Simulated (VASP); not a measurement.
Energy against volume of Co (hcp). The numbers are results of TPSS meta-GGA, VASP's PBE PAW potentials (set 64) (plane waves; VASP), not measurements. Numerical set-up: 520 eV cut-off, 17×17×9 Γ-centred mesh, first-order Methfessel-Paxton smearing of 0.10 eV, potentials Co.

Shape and ions are relaxed at each volume.

```tsv
V (Å³/atom)	E (eV/atom)
9.890	-14.77669
10.206	-14.80077
10.521	-14.80817
10.837	-14.80171
```

Q: Fit these four points and predict the energy of the run at 11.152 Å³/atom.

A: A cubic in V^(−2/3), the third-order Birch-Murnaghan form, passes through the four points with V0 = 10.52 Å³/atom and B0 = 234 GPa, and gives -14.7837 eV/atom there. The run gave -14.7834 eV/atom, +0.3 meV/atom from the fit; all five points give B0 = 235 GPa.

The compound is Co in the hcp structure. It was relaxed first, which changed the volume by -5 %.
